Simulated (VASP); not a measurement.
# Si3Au (Fm-3m) in VASP: further runs, part 2 of 4

VASP 6.6.1.

### 3 Band structure, PBE

POSCAR reads:

```
Si3Au
1.0
    0.0000000000      3.2039900000      3.2039900000
    3.2039900000      0.0000000000      3.2039900000
    3.2039900000      3.2039900000      0.0000000000
Si Au
3 1
Direct
    0.5000000000      0.5000000000      0.5000000000
    0.2500000000      0.2500000000      0.2500000000
    0.7500000000      0.7500000000      0.7500000000
    0.0000000000      0.0000000000      0.0000000000
```

INCAR.step1 reads:

```
  ALGO = Normal
  EDIFF = 1E-6
  ENCUT = 600
  GGA = PE
  ISIF = 2
  ISMEAR = -1
  LASPH = True
  LCHARG = True
  LMAXMIX = 4
  LREAL = False
  LWAVE = False
  NELM = 60
  PREC = Accurate
  SIGMA = 0.05
```

KPOINTS.step1 reads:

```
k-points
0
Gamma
  5 5 5
```

INCAR.step2 reads:

```
  ALGO = Normal
  EDIFF = 1E-6
  ENCUT = 600
  GGA = PE
  ICHARG = 11
  ISIF = 2
  ISMEAR = 0
  LASPH = True
  LCHARG = False
  LMAXMIX = 4
  LREAL = False
  LWAVE = False
  NELM = 60
  PREC = Accurate
  SIGMA = 0.05
```

KPOINTS.step2 reads:

```
path GXWKGLUWLK,UX
20
line-mode
reciprocal
 0.0000000000  0.0000000000  0.0000000000  G
 0.5000000000  0.0000000000  0.5000000000  X

 0.5000000000  0.0000000000  0.5000000000  X
 0.5000000000  0.2500000000  0.7500000000  W

 0.5000000000  0.2500000000  0.7500000000  W
 0.3750000000  0.3750000000  0.7500000000  K

 0.3750000000  0.3750000000  0.7500000000  K
 0.0000000000  0.0000000000  0.0000000000  G

 0.0000000000  0.0000000000  0.0000000000  G
 0.5000000000  0.5000000000  0.5000000000  L

 0.5000000000  0.5000000000  0.5000000000  L
 0.6250000000  0.2500000000  0.6250000000  U

 0.6250000000  0.2500000000  0.6250000000  U
 0.5000000000  0.2500000000  0.7500000000  W

 0.5000000000  0.2500000000  0.7500000000  W
 0.5000000000  0.5000000000  0.5000000000  L

 0.5000000000  0.5000000000  0.5000000000  L
 0.3750000000  0.3750000000  0.7500000000  K

 0.6250000000  0.2500000000  0.6250000000  U
 0.5000000000  0.0000000000  0.5000000000  X
```

Potentials or basis: VASP PAW PBE potentials, release 64 (Si, Au).

Command:

```sh
$ cat potpaw_PBE.64/Si/POTCAR potpaw_PBE.64/Au/POTCAR > POTCAR
$ cp INCAR.step1 INCAR
$ cp KPOINTS.step1 KPOINTS
$ mpirun -np 1 vasp_std > vasp.out
$ cp INCAR.step2 INCAR
$ cp KPOINTS.step2 KPOINTS
$ mpirun -np 1 vasp_std > vasp.out
```

OUTCAR:

```text
EDIFF = 1E-6
   ENCUT = 600
   GGA = PE
   ICHARG = 11
   ISIF = 2
   ISMEAR = 0
   LASPH = True
   LREAL = False
   NELM = 60
   PREC = Accurate

 ion  position               nearest neighbor table
   1  0.500  0.500  0.500-   2 2.77   2 2.77   2 2.77   2 2.77   3 2.77   3 2.77   3 2.77   3 2.77
                             4 3.20   4 3.20   4 3.20   4 3.20   4 3.20   4 3.20
   2  0.250  0.250  0.250-   4 2.77   4 2.77   4 2.77   1 2.77   4 2.77   1 2.77   1 2.77   1 2.77

   3  0.750  0.750  0.750-   1 2.77   1 2.77   1 2.77   1 2.77   4 2.77   4 2.77   4 2.77   4 2.77

   4  0.000  0.000  0.000-   3 2.77   3 2.77   3 2.77   2 2.77   3 2.77   2 2.77   2 2.77   2 2.77
                             1 3.20   1 3.20   1 3.20   1 3.20   1 3.20   1 3.20

  LATTYP: Found a face centered cubic cell.
 ALAT       =     6.4079800000

  Lattice vectors:

 A1 = (   0.0000000000,   3.2039900000,   3.2039900000)
 A2 = (   3.2039900000,   0.0000000000,   3.2039900000)
 A3 = (   3.2039900000,   3.2039900000,   0.0000000000)

Analysis of symmetry for initial positions (statically):
=====================================================================
 Subroutine PRICEL returns:
 Original cell was already a primitive cell.

 Routine SETGRP: Setting up the symmetry group for a
 face centered cubic supercell.

 Subroutine GETGRP returns: Found 48 space group operations
 (whereof 48 operations were pure point group operations)
 out of a pool of 48 trial point group operations.

The static configuration has the point symmetry O_h .

Analysis of symmetry for dynamics (positions and initial velocities):
=====================================================================
 Subroutine PRICEL returns:
 Original cell was already a primitive cell.

 Routine SETGRP: Setting up the symmetry group for a
 face centered cubic supercell.

 Subroutine GETGRP returns: Found 48 space group operations
 (whereof 48 operations were pure point group operations)
 out of a pool of 48 trial point group operations.

The dynamic configuration has the point symmetry O_h .
[... 124 lines left out ...]
   AEXX    =    0.0000 exact exchange contribution
   IVDW    =     0    specifies the selected vdW correction
   LEPSILON=     F    determine dielectric tensor
   LRPA    =     F    only Hartree local field effects (RPA)
 non-spin polarized calculation
 Gauss-broadening in eV      SIGMA  =   0.05
  energy-cutoff  :      600.00
  volume of cell :       65.78
 maximum number of plane-waves:      2212

 number of electron      22.9999999 magnetization

 Free energy of the ion-electron system (eV)
  ---------------------------------------------------
  ext. energy  EPLUGINS =         0.00000000
  ---------------------------------------------------
  free energy    TOTEN  =       -18.04581082 eV

  energy without entropy =      -18.04376639  energy(sigma->0) =      -18.04478860

 E-fermi :   9.2182     XC(G=0): -11.2472

 val. band max:        9.2115599360   @ k =   0.1053   0.1053   0.1053
 cond. band min:       9.2468436705   @ k =   0.5000   0.4474   0.5526
 fundamental gap:      0.0352837345
 Fermi energy:         9.2182110570

 k-point     1 :       0.0000    0.0000    0.0000
  band No.  band energies     occupation
      1      -3.7811      2.00000
      2       2.9236      2.00000
      3       2.9236      2.00000
      4       2.9236      2.00000
      5       4.0256      2.00000
      6       4.0256      2.00000
      7       4.8986      2.00000
      8       6.7490      2.00000
      9       7.3119      2.00000
     10       7.3119      2.00000
     11       7.3119      2.00000
     12       9.3910      0.00000
     13       9.3910      0.00000
     14       9.3910      0.00000
[... 401 lines left out ...]
      2      -0.3332      2.00000
      3       0.9320      2.00000
      4       3.4942      2.00000
      5       3.9171      2.00000
      6       3.9831      2.00000
      7       3.9869      2.00000
      8       4.2089      2.00000
      9       4.4596      2.00000
     10       5.7740      2.00000
     11       6.7543      2.00000
     12      12.1435      0.00000
     13      12.6064      0.00000
     14      13.1936      0.00000
     15      13.4904      0.00000

 [... further k-points ...]
[... 5 lines left out ...]
  --------------------------------------------------------------------------------------
  -------------------------------------------------------------------------------------
  Total        0.3457522      0.3457522      0.3457522      0.0000000     -0.0000000      0.0000000
  in kB        8.4211634      8.4211634      8.4211634      0.0000000     -0.0000000      0.0000000
  external PRESSURE =       8.4211634 kB  Pullay stress =       0.0000000 kB

 VOLUME and BASIS-vectors are now :
 -----------------------------------------------------------------------------
  energy-cutoff  :      600.00
  volume of cell :       65.78
      direct lattice vectors                 reciprocal lattice vectors
     0.000000000  3.203990000  3.203990000    -0.156055418  0.156055418  0.156055418
     3.203990000  0.000000000  3.203990000     0.156055418 -0.156055418  0.156055418
     3.203990000  3.203990000  0.000000000     0.156055418  0.156055418 -0.156055418

 POSITION                                       TOTAL-FORCE (eV/Angst)
 -----------------------------------------------------------------------------------
      3.20399      3.20399      3.20399         0.000000      0.000000      0.000000
      1.60200      1.60200      1.60200        -0.000000     -0.000000     -0.000000
      4.80598      4.80598      4.80598         0.000000      0.000000      0.000000
      0.00000      0.00000      0.00000         0.000000      0.000000      0.000000
 -----------------------------------------------------------------------------------
    total drift:                               -0.000000      0.000000      0.000000

  FREE ENERGIE OF THE ION-ELECTRON SYSTEM (eV)
  ---------------------------------------------------
  free  energy   TOTEN  =       -18.0458108165 eV

  energy  without entropy=      -18.0437663888  energy(sigma->0) =      -18.04478860
```

OUTCAR.step1:

```text
EDIFF = 1E-6
   ENCUT = 600
   GGA = PE
   ISIF = 2
[... 396 lines left out ...]
      3.20399      3.20399      3.20399        -0.000000     -0.000000     -0.000000
      1.60200      1.60200      1.60200         0.000000     -0.000000     -0.000000
      4.80598      4.80598      4.80598        -0.000000      0.000000      0.000000
      0.00000      0.00000      0.00000        -0.000000     -0.000000     -0.000000
 -----------------------------------------------------------------------------------
    total drift:                               -0.000000      0.000000      0.000000

  FREE ENERGIE OF THE ION-ELECTRON SYSTEM (eV)
  ---------------------------------------------------
  free  energy   TOTEN  =       -17.5700288918 eV

  energy  without entropy=      -17.5582589762  energy(sigma->0) =      -17.56414393
```

OSZICAR.step1:

```text
N       E                     dE             d eps       ncg     rms          rms(c)
DAV:   1     0.902409326801E+02    0.90241E+02   -0.10764E+04   300   0.146E+03
DAV:   2    -0.154017385568E+02   -0.10564E+03   -0.10406E+03   363   0.228E+02
DAV:   3    -0.188124037445E+02   -0.34107E+01   -0.33256E+01   420   0.373E+01
DAV:   4    -0.188433363486E+02   -0.30933E-01   -0.30868E-01   321   0.393E+00
DAV:   5    -0.188437997010E+02   -0.46335E-03   -0.46331E-03   412   0.408E-01    0.101E+01
DAV:   6    -0.177504735552E+02    0.10933E+01   -0.12954E+01   314   0.326E+01    0.102E+01
DAV:   7    -0.175937130357E+02    0.15676E+00   -0.95456E-01   314   0.109E+01    0.487E+00
DAV:   8    -0.175796361988E+02    0.14077E-01   -0.23456E-01   335   0.415E+00    0.665E-01
DAV:   9    -0.175700066430E+02    0.96296E-02   -0.43604E-02   321   0.233E+00    0.240E-01
DAV:  10    -0.175700259118E+02   -0.19269E-04   -0.27668E-03   335   0.383E-01    0.100E-01
DAV:  11    -0.175700333556E+02   -0.74438E-05   -0.69716E-05   377   0.759E-02    0.322E-02
DAV:  12    -0.175700314208E+02    0.19349E-05   -0.78301E-06   349   0.232E-02    0.117E-02
DAV:  13    -0.175700297991E+02    0.16216E-05   -0.12073E-06   171   0.120E-02    0.691E-03
DAV:  14    -0.175700288918E+02    0.90734E-06   -0.26583E-06   249   0.147E-02
   1 F= -.17570029E+02 E0= -.17564144E+02  d E =-.117699E-01
```

It took 2.1 min on 1 thread of Intel Xeon Platinum 8559C (Emerald Rapids), shared host; peak memory 0.37 GiB.

Results:

```yaml
Band_gap_along_the_path: none (metal or under the smearing width)
```

Levels at the corners of the path, in eV from the Fermi level:
| point | band 7 | band 8 | band 9 | band 10 | band 11 | band 12 | band 13 | band 14 | band 15 |
| --- | --- | --- | --- | --- | --- | --- | --- | --- | --- |
| Γ | -4.23 | -2.38 | -1.81 | -1.81 | -1.81 | 0.27 | 0.27 | 0.27 | 1.42 |
| X | -5.14 | -5.12 | -4.82 | -3.44 | -2.41 | 3.51 | 3.51 | 4.02 | 4.34 |
| X | -5.14 | -5.12 | -4.82 | -3.44 | -2.41 | 3.51 | 3.51 | 4.02 | 4.35 |
| W | -5.05 | -4.87 | -4.15 | -0.61 | -0.61 | -0.42 | 0.27 | 3.16 | 4.98 |
| W | -5.05 | -4.87 | -4.15 | -0.61 | -0.61 | -0.42 | 0.27 | 3.16 | 4.99 |
| K | -4.92 | -4.45 | -3.88 | -3.07 | -0.61 | 1.06 | 2.11 | 2.52 | 3.32 |
| K | -4.92 | -4.45 | -3.88 | -3.07 | -0.61 | 1.06 | 2.11 | 2.52 | 3.32 |
| Γ | -4.23 | -2.38 | -1.81 | -1.81 | -1.81 | 0.27 | 0.27 | 0.27 | 1.42 |
| Γ | -4.23 | -2.38 | -1.81 | -1.81 | -1.81 | 0.27 | 0.27 | 0.27 | 1.42 |
| L | -5.04 | -4.56 | -2.04 | -2.04 | -1.13 | -1.13 | -0.77 | 3.16 | 3.53 |
| L | -5.04 | -4.56 | -2.04 | -2.04 | -1.13 | -1.13 | -0.77 | 3.16 | 3.53 |
| U | -4.92 | -4.45 | -3.88 | -3.07 | -0.61 | 1.06 | 2.11 | 2.52 | 3.32 |
| U | -4.92 | -4.45 | -3.88 | -3.07 | -0.61 | 1.06 | 2.11 | 2.52 | 3.32 |
| W | -5.05 | -4.87 | -4.15 | -0.61 | -0.61 | -0.42 | 0.27 | 3.16 | 4.98 |
| W | -5.05 | -4.87 | -4.15 | -0.61 | -0.61 | -0.42 | 0.27 | 3.16 | 4.99 |
| L | -5.04 | -4.56 | -2.04 | -2.04 | -1.13 | -1.13 | -0.77 | 3.16 | 3.53 |
| L | -5.04 | -4.56 | -2.04 | -2.04 | -1.13 | -1.13 | -0.77 | 3.16 | 3.53 |
| K | -4.92 | -4.45 | -3.88 | -3.07 | -0.61 | 1.06 | 2.11 | 2.52 | 3.32 |
| U | -4.92 | -4.45 | -3.88 | -3.07 | -0.61 | 1.06 | 2.11 | 2.52 | 3.32 |
| X | -5.14 | -5.12 | -4.82 | -3.44 | -2.41 | 3.51 | 3.51 | 4.02 | 4.34 |

Caveat: the log is that of the step along the path at fixed density, whose energy, stress, charges and moments have no meaning; spin-orbit coupling is left out, which moves the levels of the heavy elements.

(Continued in part 3 of 4.)
